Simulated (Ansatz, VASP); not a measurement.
# MgTlF: VASP beside Ansatz

```
CELL_PARAMETERS angstrom
3.10907 0.00000 0.00000
0.00000 3.10907 0.00000
0.00000 0.00000 6.19158
ATOMIC_POSITIONS crystal
Mg 0.00000 0.00000 0.50000
Tl 0.00000 0.00000 0.00000
F 0.50000 0.50000 0.50000
```

Alike in both runs: functional PBE; k mesh 14 × 14 × 8; occupations gaussian, width 0.1 eV; no spin polarisation.

Ansatz relaxed the structure, and its values are those at the end. VASP's run is a single point on that final structure, the one shown.

```csv
,VASP,Ansatz
version,VASP 6.6.1,Ansatz 0.2.0
potentials or method,"VASP PAW PBE potentials, release 64 (Mg, Tl_d, F)","scalar-relativistic, plane waves, PAW"
plane-wave cutoff (eV),520,420
valence electrons in the cell,22,30
```

|  | VASP | Ansatz | Ansatz less VASP |
| --- | --- | --- | --- |
| gap on the k mesh at the Fermi level (eV) | none | none | - |
| pressure (GPa) | -0.3 | 0.0 | +0.29 |

A gap of «none» marks a metal or a gap that the smearing closes. The functional is the same, so the differences come from potentials, cutoffs and numerics. The two sets of potentials don't hold the same shells in valence.

Spin-orbit coupling is left out, which matters for the levels of Tl.
